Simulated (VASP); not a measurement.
An input for Ansatz (written as the equivalent of a VASP run, and not itself run):

Ansatz 0.2 input:
```yaml
crystal:
  lattice:
    - [4.6275115, 0.0000000, 0.0000000]
    - [-2.3137558, 4.0075416, 0.0000000]
    - [0.0000000, 0.0000000, 7.6194913]
  atoms:
    - { symbol: Sn, position: [0.3333330, 0.6666670, 0.0628466] }
    - { symbol: Sn, position: [0.6666670, 0.3333330, 0.5628466] }
    - { symbol: Sn, position: [0.6666670, 0.3333330, 0.9371534] }
    - { symbol: Sn, position: [0.3333330, 0.6666670, 0.4371534] }
kpoints:
  mp_grid: { grid: [5, 5, 3] }
hamiltonian:
  xc: r2scan
  pseudopotentials: { kind: paw }
scf:
  occupations: { method: gaussian, width: 0.05 }
  max_iter: 100
relax:
  max_steps: 60
  f_tol: 0.02
  cell: {}
output: { forces: true, stress: true, eigenvalues: true }
```

**Question.** Translate this input to VASP (INCAR, KPOINTS, POSCAR, choice of POTCAR).

**Answer.** Several could match; the one computed here: 
**KPOINTS**
```
Automatic
0
gamma
  5 5 3
```

### INCAR
```
# general
SYSTEM  = Sn
PREC    = Accurate
ENCUT   = 400
LREAL   = F
LASPH   = T   # aspherical one-centre terms

# electronic loop
EDIFF   = 1E-6
NELM    = 100
ALGO    = Normal   # blocked Davidson
LMAXMIX = 4   # l cut-off of mixed one-centre charges
LMIXTAU = T

# smearing
ISMEAR  = 0
SIGMA   = 0.05   # width (eV)

# functional
METAGGA = R2SCAN

# ions
IBRION  = 2
NSW     = 60   # most ionic steps
ISIF    = 3   # ions, shape and volume
EDIFFG  = -0.02

# output
LWAVE   = F
LCHARG  = F
```

File POSCAR:
```
Sn
1
    4.6275115023     0.0000000000     0.0000000000
   -2.3137557511     4.0075416210     0.0000000000
    0.0000000000    -0.0000000000     7.6194912867
Sn
4
Direct
  0.3333330000   0.6666670000   0.0628465904
  0.6666670000   0.3333330000   0.5628465904
  0.6666670000   0.3333330000   0.9371534096
  0.3333330000   0.6666670000   0.4371534096
```

POTCAR, in this order: Sn_d (PBE.64 set). Program: vasp_std.

The two are equivalent in intent, not identical: each code has its own PAW files, so the cut-off isn't converted (ENCUT is set for VASP's; basis.ecutwfc is left out, and Ansatz then takes the one that its files recommend); Ansatz stops its SCF on the density residual and VASP on the energy change (EDIFF).

The structure was generated: Sn was put into the lonsdaleite type (P6_3/mmc), which need not be its known phase. This run relaxes it. Symmetry was kept, so distortions that lower it aren't found. The start is the result of an earlier pass.
